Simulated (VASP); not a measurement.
# RbN3 in VASP: a series of runs

The runs below take RbN3 through single point, molecular dynamics, with PBE.

Program: VASP 6.6.1. These are calculated values, not measurements. Logs are shortened: lines on timing, memory, paths and dates and some standing lists are left out, and cuts for length are marked.

### Step 1. Starting point

The cell holds a amorphous, 8 atoms: a = 6.303 Å, b = 5.267 Å, c = 5.254 Å, α = 80.12°, β = 97.41°, γ = 80.75°.

The cell was built by a generator and needn't be a form met in nature.

### Step 2. Single point, PBE

Contents of INCAR:

```
SYSTEM = RbN3
PREC = Accurate ; ENCUT = 520
EDIFF = 1E-7 ; ISMEAR = -1
SIGMA = 0.1 ; LREAL = .False.
LASPH = .True. ; NELM = 100
ALGO = Normal ; ISIF = 2
LWAVE = .False. ; LCHARG = .True.
GGA = PE ; LELF = .True.
LVHAR = .True. ; NBANDS = 34
```

Contents of KPOINTS:

```
regular mesh
0
Gamma
  3 3 3
  0 0 0
```

Contents of POSCAR:

```
RbN3
1.0
    5.8928130000      1.9802420000     -1.0402470000
   -0.7216520000      5.1782790000      0.6379940000
    0.1055950000      0.2855470000      5.2447870000
N Rb
6 2
Direct
    0.5355070553      0.5466056512      0.0295953834
    0.7707213306      0.4575820384      0.8082514994
    0.1705146547      0.1742415453      0.9318129216
    0.2764012732      0.9572580456      0.7566472586
    0.5051962496      0.4641356407      0.5904293404
    0.2211657577      0.6053414387      0.9344325728
    0.0163186185      0.4053718151      0.3732829585
    0.5519540807      0.9938311436      0.3120796459
```

Potentials or basis: VASP PAW PBE potentials, release 64 (N, Rb_sv).

Launch:

```
> cat potpaw_PBE.64/N/POTCAR potpaw_PBE.64/Rb_sv/POTCAR > POTCAR
> mpirun -np 1 vasp_std > vasp.out
```

OUTCAR:

```text
SYSTEM = RbN3
   PREC = Accurate
   ENCUT = 520
   EDIFF = 1E-7
   ISMEAR = -1
   LREAL = .False.
   LASPH = .True.
   NELM = 100
   ISIF = 2
   GGA = PE

 ion  position               nearest neighbor table
   1  0.536  0.547  0.030-   8 3.00   8 3.01   7 3.23
   2  0.771  0.458  0.808-   7 2.95   7 3.11   8 3.46
   3  0.171  0.174  0.932-   4 1.69   8 2.84   7 2.95   7 3.00
   4  0.276  0.957  0.757-   3 1.69   7 2.93   8 3.08   8 3.25
   5  0.505  0.464  0.590-   8 3.00   8 3.08   7 3.23   7 3.54
   6  0.221  0.605  0.934-   7 2.91   7 3.46   8 3.64   8 3.76
   7  0.016  0.405  0.373-   6 2.91   4 2.93   2 2.95   3 2.95   3 3.00   2 3.11   1 3.23   5 3.23
                             6 3.46   5 3.54   8 3.79   8 3.84   8 3.93   8 4.94   8 5.49
   8  0.552  0.994  0.312-   3 2.84   5 3.00   1 3.00   1 3.01   5 3.08   4 3.08   4 3.25   2 3.46
                             6 3.64   6 3.76   7 3.79   7 3.84   7 3.93   7 4.94   7 5.49

  LATTYP: Found a triclinic cell.
 ALAT       =     5.2671046463
 B/A-ratio  =     1.6783579400
 C/A-ratio  =     0.9974390233
 COS(alpha) =     0.0103442422
 COS(beta)  =     0.1716064776
 COS(gamma) =     0.7104644313

  Lattice vectors:

 A1 = (   0.7216520000,  -5.1782790000,  -0.6379940000)
 A2 = (  -5.1711610000,  -7.1585210000,   0.4022530000)
 A3 = (  -0.1055950000,  -0.2855470000,  -5.2447870000)

Analysis of symmetry for initial positions (statically):
=====================================================================
 Subroutine PRICEL returns:
 Original cell was already a primitive cell.

 Routine SETGRP: Setting up the symmetry group for a
 triclinic supercell.

 Subroutine GETGRP returns: Found  1 space group operations
 (whereof  1 operations were pure point group operations)
 out of a pool of  2 trial point group operations.

The static configuration has the point symmetry C_1 .

Analysis of symmetry for dynamics (positions and initial velocities):
=====================================================================
 Subroutine PRICEL returns:
 Original cell was already a primitive cell.

 Routine SETGRP: Setting up the symmetry group for a
 triclinic supercell.

 Subroutine GETGRP returns: Found  1 space group operations
 (whereof  1 operations were pure point group operations)
 out of a pool of  2 trial point group operations.

The dynamic configuration has the point symmetry C_1 .

 Subroutine INISYM returns: Found  1 space group operations
[... 102 lines left out ...]
   IBRION =     -1    ionic relax: 0-MD 1-quasi-New 2-CG
   NFREE  =      0    steps in history (QN), initial steepest desc. (CG)
   ISIF   =      2    stress and relaxation
   ISYM   =      2    0-nonsym 1-usesym 2-fastsym
   POTIM  = 0.5000    time-step for ionic-motion
   TEBEG  =    0.0;   TEEND  =   0.0 temperature during run
   PSTRESS=    0.0 pullay stress
   NELECT =      48.0000    total number of electrons
   NUPDOWN=      -1.0000    fix difference up-down
   EMIN   =  10.00;   EMAX   =-10.00  energy-range for DOS
   EFERMI =   0.00;   METHOD = LEGACY
   ISMEAR =    -1;   SIGMA  =   0.10  broadening in eV -4-tet -1-fermi 0-gaus
   EFERMI_NEDOS =   21; number of points for ismear=-14 and -15
   IALGO  =     38    algorithm
   IMIX   =      4    mixing-type and parameters
     AMIX     =   0.40;   BMIX     =  1.00
     AMIX_MAG =   1.60;   BMIX_MAG =  1.00
  volume/ion in A,a.u.               =      20.92       141.19
  Fermi-wavevector in a.u.,A,eV,Ry     =   1.079576  2.040103 15.857387  1.165485
  Thomas-Fermi vector in A             =   2.215545
   LORBIT       =      0    0 simple, 1 ext, 2 COOP (PROOUT), +10 PAW based schemes
   GGA     = PE    functional components
   LHFCALC =     F    Hartree Fock is set to
   AEXX    =    0.0000 exact exchange contribution
   IVDW    =     0    specifies the selected vdW correction
   LEPSILON=     F    determine dielectric tensor
   LRPA    =     F    only Hartree local field effects (RPA)
 non-spin polarized calculation
  energy-cutoff  :      520.00
  volume of cell :      167.38
 maximum number of plane-waves:      4519
   NGX = 23   NGY = 19   NGZ = 19

 number of electron      47.9999998 magnetization

 Free energy of the ion-electron system (eV)
  ---------------------------------------------------
  ext. energy  EPLUGINS =         0.00000000
  ---------------------------------------------------
  free energy    TOTEN  =       -34.18474277 eV

  energy without entropy =      -33.94424650  energy(sigma->0) =      -34.06449464

 E-fermi :  -0.2797     XC(G=0):  -8.0007

 val. band max:       -0.3481968146   @ k =  -0.0000   0.0000   0.3333
 cond. band min:      -0.2373888305   @ k =   0.3333   0.3333   0.3333
 fundamental gap:      0.1108079841
 Fermi energy:        -0.2796520431

 k-point     1 :       0.0000    0.0000    0.0000
  band No.  band energies     occupation
      1     -26.2071      2.00000
      2     -26.0672      2.00000
      3     -15.8624      2.00000
      4     -14.8760      2.00000
      5     -13.3633      2.00000
      6     -11.7607      2.00000
[... 507 lines left out ...]
     33       4.8948      0.00000
     34       5.9634      0.00000

------------------------ aborting loop because EDIFF is reached ----------------------------------------

  FORCE on cell =-STRESS in cart. coord.  units (eV):
  Direction    XX          YY          ZZ          XY          YZ          ZX
  --------------------------------------------------------------------------------------
  -------------------------------------------------------------------------------------
  Total      -19.6218941     -9.3180257    -11.9294233     -0.9831634     -5.4219227      2.0338788
  in kB     -187.8217331    -89.1925988   -114.1890249     -9.4108885    -51.8989103     19.4683877
  external PRESSURE =    -130.4011189 kB  Pullay stress =       0.0000000 kB

 VOLUME and BASIS-vectors are now :
 -----------------------------------------------------------------------------
  energy-cutoff  :      520.00
  volume of cell :      167.38
      direct lattice vectors                 reciprocal lattice vectors
     5.892813000  1.980242000 -1.040247000     0.161170167  0.023015064 -0.004497923
    -0.721652000  5.178279000  0.637994000    -0.063824443  0.185304360 -0.008803706
     0.105595000  0.285547000  5.244787000     0.039730192 -0.017976272  0.190844311

 POSITION                                       TOTAL-FORCE (eV/Angst)
 -----------------------------------------------------------------------------------
      2.76431      3.89936     -0.05311        -1.806925     -0.280178     -1.157553
      4.29685      4.12650      3.72930        -6.844416     -1.759449     -0.896344
      0.97746      1.50601      4.82095         3.096818     -4.216490     -5.064426
      1.01787      5.72035      4.29165        -3.384232      2.413293      6.185324
      2.70443      3.57243      2.86726         4.898737      1.477478      2.151070
      0.96511      3.83941      5.05704         4.023380      2.137302     -1.210790
     -0.15696      2.23803      2.19944        -0.071686      0.279305     -0.079933
      2.56832      6.32845      1.69668         0.088324     -0.051260      0.072652
 -----------------------------------------------------------------------------------
    total drift:                               -0.000090     -0.000008     -0.000104

  FREE ENERGIE OF THE ION-ELECTRON SYSTEM (eV)
  ---------------------------------------------------
  free  energy   TOTEN  =       -34.1847427725 eV

  energy  without entropy=      -33.9442465035  energy(sigma->0) =      -34.06449464
```

OSZICAR:

```text
N       E                     dE             d eps       ncg     rms          rms(c)
DAV:   1     0.275049473038E+03    0.27505E+03   -0.22320E+04   952   0.125E+03
DAV:   2    -0.120965853417E+02   -0.28715E+03   -0.27576E+03  1346   0.265E+02
DAV:   3    -0.344329931276E+02   -0.22336E+02   -0.21491E+02  1248   0.739E+01
[... 11 lines left out ...]
DAV:  15    -0.341846188617E+02   -0.75822E-03   -0.12864E-03  1000   0.177E-01    0.498E-02
DAV:  16    -0.341847189550E+02   -0.10009E-03   -0.14982E-04  1232   0.694E-02    0.140E-02
DAV:  17    -0.341847377818E+02   -0.18827E-04   -0.26150E-05  1036   0.301E-02    0.547E-03
DAV:  18    -0.341847421010E+02   -0.43192E-05   -0.44711E-06  1158   0.124E-02    0.312E-03
DAV:  19    -0.341847427111E+02   -0.61002E-06   -0.10571E-06  1046   0.556E-03    0.106E-03
DAV:  20    -0.341847427725E+02   -0.61437E-07   -0.10040E-07   878   0.198E-03
   1 F= -.34184743E+02 E0= -.34064495E+02  d E =-.240496E+00
```

Wall time 62 s (1 thread of Intel Xeon Platinum 8488C (Sapphire Rapids), shared host); peak memory 0.28 GiB.

What came out:

```yaml
Free_energy: -34.1847 eV
Pressure: -13.0 GPa
Largest_force: 7.452 eV/Å
Band_gap_on_the_k_mesh: none (metal or under the smearing width)
```

Forces in eV/Å, atoms in the order of the input:
```
N   -1.807 -0.280 -1.158
N   -6.844 -1.759 -0.896
N    3.097 -4.216 -5.064
N   -3.384  2.413  6.185
N    4.899  1.477  2.151
N    4.023  2.137 -1.211
Rb  -0.072  0.279 -0.080
Rb   0.088 -0.051  0.073
```

Stress tensor (GPa, compression positive):
```
-18.78  -0.94   1.95
 -0.94  -8.92  -5.19
  1.95  -5.19 -11.42
```

Levels at points of the mesh, in eV from the Fermi level:
```tsv
k point	band 21	band 22	band 23	band 24	band 25	band 26	band 27	band 28
(0.00, 0.00, 0.00)	-1.79	-0.89	-0.59	0.07	0.39	0.81	1.07	1.54
```

Caveat: the k mesh is coarse (spacing up to 0.41 Å⁻¹), so the values aren't converged.

### Step 3. Single point, PBE

Contents of INCAR:

```
  PREC = Accurate
  ENCUT = 520
  EDIFF = 1E-6
  ISMEAR = -1
  SIGMA = 0.1
  LREAL = F
  LASPH = T
  NELM = 60
  ALGO = Normal
  ISIF = 2
  LWAVE = F
  LCHARG = F
  GGA = PE
  NBANDS = 34
```

Contents of KPOINTS:

```
Automatic mesh
0
Gamma
  3 3 3
```

Contents of POSCAR:

```
RbN3
1.0
    5.8928130000      1.9802420000     -1.0402470000
   -0.7216520000      5.1782790000      0.6379940000
    0.1055950000      0.2855470000      5.2447870000
N Rb
6 2
Direct
    0.5267980984      0.5564036119      0.0162990366
    0.7165477258      0.4886916066      0.7680053183
    0.1892548221      0.1119612842      0.9091984352
    0.2357730158      0.9922762072      0.7932365806
    0.5262890267      0.4854847005      0.6259499681
    0.2513327589      0.5880662172      0.9441470989
    0.0213033312      0.3989506793      0.3689001263
    0.5495407886      0.9983438644      0.3123134955
```

Potentials or basis: VASP PAW PBE potentials, release 64 (N, Rb_sv).

Launch:

```
> cat potpaw_PBE.64/N/POTCAR potpaw_PBE.64/Rb_sv/POTCAR > POTCAR
> mpirun -np 1 vasp_std > vasp.out
```

Wall time 56 s (1 thread of Intel Xeon Platinum 8488C (Sapphire Rapids), shared host); peak memory 0.27 GiB.

It converged, with:

```yaml
Free_energy: -42.4865 eV
Pressure: 6.7 GPa
Largest_force: 33.628 eV/Å
Band_gap_on_the_k_mesh: none (metal or under the smearing width)
```

Forces in eV/Å, atoms in the order of the input:
```
N    -5.652  -1.063   2.905
N    -8.152  -2.922  -2.998
N   -12.076  18.275  25.516
N    11.398 -17.713 -25.711
N     7.665   1.886   0.265
N     6.930   0.848   0.337
Rb   -0.191   0.577  -0.457
Rb    0.078   0.111   0.144
```

Stress tensor (GPa, compression positive):
```
-13.46 -13.53 -11.19
-13.53  12.19  12.08
-11.19  12.08  21.51
```

Levels at points of the mesh, in eV from the Fermi level:
| k point | band 22 | band 23 | band 24 | band 25 | band 26 | band 27 |
| --- | --- | --- | --- | --- | --- | --- |
| (0.00, 0.00, 0.00) | -2.12 | -1.21 | 0.01 | 0.62 | 0.78 | 1.12 |

Caveat: the k mesh is coarse (spacing up to 0.41 Å⁻¹), so the values aren't converged; the standard files for N, O and F lose accuracy on very short bonds.

### Step 4. Single point, PBE

Contents of INCAR:

```
PREC = Accurate
ENCUT = 520
EDIFF = 1E-6
ISMEAR = -1
SIGMA = 0.1
LREAL = False
LASPH = True
NELM = 60
ALGO = Normal
ISIF = 2
LWAVE = False
LCHARG = False
GGA = PE
NBANDS = 34
```

Contents of KPOINTS:

```
regular mesh
0
Gamma
  3 3 3
```

Contents of POSCAR:

```
RbN3
1.0
    5.8928130000      1.9802420000     -1.0402470000
   -0.7216520000      5.1782790000      0.6379940000
    0.1055950000      0.2855470000      5.2447870000
N Rb
6 2
Direct
    0.4964194776      0.5627690404      0.0186491084
    0.6742569313      0.5156262284      0.7397858693
    0.1856682301      0.1177573471      0.9475132810
    0.2203123383      0.9708974569      0.7650521359
    0.5296906769      0.4992959622      0.6378126146
    0.3044213640      0.5711695268      0.9653152129
    0.0265964438      0.3913958395      0.3677704497
    0.5468280895      1.0040261637      0.3109031142
```

Launch:

```
> cat potpaw_PBE.64/N/POTCAR potpaw_PBE.64/Rb_sv/POTCAR > POTCAR
> mpirun -np 1 vasp_std > vasp.out
```

It took 54 s on 1 thread of Intel Xeon Platinum 8488C (Sapphire Rapids), shared host; peak memory 0.28 GiB.

It converged, with:

```yaml
Free_energy: -47.1988 eV
Pressure: 8.6 GPa
Largest_force: 23.429 eV/Å
Band_gap_on_the_k_mesh: none (metal or under the smearing width)
```

Forces in eV/Å, atoms in the order of the input:
```
N    -3.581  -0.717   4.991
N    19.381   8.658   6.963
N     1.058  -4.557  -6.101
N    -1.977   4.697   5.755
N   -17.605  -9.593 -12.122
N     2.818   0.959   0.867
Rb   -0.031   0.410  -0.272
Rb   -0.063   0.144  -0.080
```

Stress tensor (GPa, compression positive):
```
14.97  5.17  5.99
 5.17  4.26 -0.99
 5.99 -0.99  6.57
```

Levels at points of the mesh, in eV from the Fermi level:
| k point | band 20 | band 21 | band 22 | band 23 | band 24 | band 25 | band 26 | band 27 | band 28 | band 29 |
| --- | --- | --- | --- | --- | --- | --- | --- | --- | --- | --- |
| (0.00, 0.00, 0.00) | -5.46 | -5.29 | -4.70 | -4.26 | -0.11 | 0.33 | 0.78 | 0.84 | 1.45 | 1.94 |

Caveat: the k mesh is coarse (spacing up to 0.41 Å⁻¹), so the values aren't converged; the standard files for N, O and F lose accuracy on very short bonds.

### Step 5. Molecular dynamics, PBE

Contents of INCAR:

```
PREC     = Accurate       # precision mode
ENCUT    = 520            # plane-wave cutoff, eV
EDIFF    = 1E-5           # SCF threshold, eV
ISMEAR   = -1             # smearing method
SIGMA    = 0.1            # smearing width, eV
LREAL    = F              # projectors in reciprocal space
LASPH    = T              # aspherical terms in the spheres
NELM     = 60             # most SCF steps
ALGO     = Normal         # electronic algorithm
ISIF     = 2              # what is computed and relaxed
LWAVE    = F              # write WAVECAR
LCHARG   = T              # write CHGCAR
GGA      = PE             # functional
IBRION   = 0              # ionic algorithm
NSW      = 20             # ionic steps
POTIM    = 1.0            # step
TEBEG    = 2000.0       
TEEND    = 2000.0       
ISYM     = 0            
NELMIN   = 4            
RANDOM_SEED= 168261 0 0   
MDALGO   = 3            
LANGEVIN_GAMMA= 10 10
```

Contents of KPOINTS:

```
Automatic mesh
0
Gamma
  3 3 3
```

Contents of POSCAR:

```
RbN3
1.0
    5.8928130000      1.9802420000     -1.0402470000
   -0.7216520000      5.1782790000      0.6379940000
    0.1055950000      0.2855470000      5.2447870000
N Rb
6 2
Direct
    0.5393560000      0.5375440000      0.0343440000
    0.7788560000      0.4379490000      0.8345400000
    0.1595870000      0.2177600000      0.9294720000
    0.2993290000      0.9489150000      0.7516900000
    0.5100340000      0.4462940000      0.5808150000
    0.2157400000      0.6212410000      0.9239210000
    0.0118940000      0.4103230000      0.3762680000
    0.5530070000      0.9884380000      0.3113200000
```

Launch:

```
> cat potpaw_PBE.64/N/POTCAR potpaw_PBE.64/Rb_sv/POTCAR > POTCAR
> mpirun -np 1 vasp_std > vasp.out
```

Run time: 7.6 min. Hardware: 1 thread of Intel Xeon Platinum 8488C (Sapphire Rapids), shared host; peak memory 0.35 GiB.

Step by step:
```
step  potential energy change (eV)  largest force (eV/Å)  pressure (GPa)  volume (Å³)  temperature (K)
   1                        0.0000                5.8214          -12.49       167.38             2190
   2                        0.0092                5.6662          -12.44       167.38             2097
   3                       -0.0743                5.6007          -12.38       167.38             2226
   4                       -0.1929                5.5422          -12.32       167.38             2512
   5                       -0.3809                5.5559          -12.25       167.38             2812
   6                       -0.6621                5.6363          -12.19       167.38             2957
   7                       -0.9825                5.7528          -12.12       167.38             3084
   8                       -1.3563                5.9002          -12.06       167.38             3374
   9                       -1.7950                6.1239          -11.97       167.38             3829
  10                       -2.3167                6.3823          -11.87       167.38             4406
  11                       -2.9421                6.7184          -11.68       167.38             5076
  12                       -3.6992                7.1696          -11.43       167.38             5930
  13                       -4.6765                7.8451          -11.10       167.38             6730
  14                       -5.8414                8.5946          -10.59       167.38             7795
  15                       -7.3643                9.4367           -9.74       167.38             9432
  16                       -9.2656               10.2326           -8.23       167.38            11315
  17                      -11.4664               10.4925           -5.40       167.38            13360
  18                      -13.4972               11.9511            0.04       167.38            14934
  19                      -14.2915               18.7139            9.52       167.38            15126
  20                      -12.7841               37.9341           23.21       167.38            13118
```

Caveat: the k mesh is coarse (spacing up to 0.41 Å⁻¹), so the values aren't converged.
